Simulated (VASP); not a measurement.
VASP ran on this input.

### POSCAR
```
RhTe
1
    3.6400000000     0.0000000000     0.0000000000
    0.0000000000     3.6400000000     0.0000000000
    0.0000000000     0.0000000000     3.6400000000
Rh Te
1 1
Direct
  0.0000000000   0.0000000000   0.0000000000
  0.5000000000   0.5000000000   0.5000000000
```

File KPOINTS:
```
Automatic
0
G
  9 9 9
0 0 0
```

**INCAR**
```
ALGO  =  Normal
EDIFF  =  1E-6
EDIFFG  =  -0.01
ENCUT  =  400
GGA  =  PE
IBRION  =  2
ISIF  =  3
ISMEAR  =  1
LASPH  =  .TRUE.
LCHARG  =  .FALSE.
LMAXMIX  =  4
LREAL  =  .FALSE.
LWAVE  =  .FALSE.
NELM  =  100
NSW  =  60
PREC  =  Accurate
SIGMA  =  0.1
SYSTEM  =  RhTe
```

POTCAR, in this order: Rh_pv Te (PBE.64 set). Program: vasp_std.

Task: Translate this PBE calculation to Ansatz.

Result: One equivalent input (not run):
Ansatz 0.2 input:
```yaml
crystal:
  lattice:
    - [3.6400000, 0.0000000, 0.0000000]
    - [0.0000000, 3.6400000, 0.0000000]
    - [0.0000000, 0.0000000, 3.6400000]
  atoms:
    - { symbol: Rh, position: [0.0000000, 0.0000000, 0.0000000] }
    - { symbol: Te, position: [0.5000000, 0.5000000, 0.5000000] }
kpoints:
  mp_grid: { grid: [9, 9, 9] }
hamiltonian:
  xc: pbe
  pseudopotentials: { kind: paw }
scf:
  occupations: { method: methfessel_paxton, width: 0.1 }
  max_iter: 100
relax:
  max_steps: 60
  f_tol: 0.01
  cell: {}
output: { forces: true, stress: true, eigenvalues: true }
```
Limits of the translation: each code has its own PAW files, so the cut-off isn't converted (ENCUT is set for VASP's; basis.ecutwfc is left out, and Ansatz then takes the one that its files recommend); Ansatz stops its SCF on the density residual and VASP on the energy change (EDIFF).

The structure was generated: RhTe was put into the CsCl type type (Pm-3m), which need not be its known phase. This run relaxes it. Symmetry was kept, so distortions that lower it aren't found.
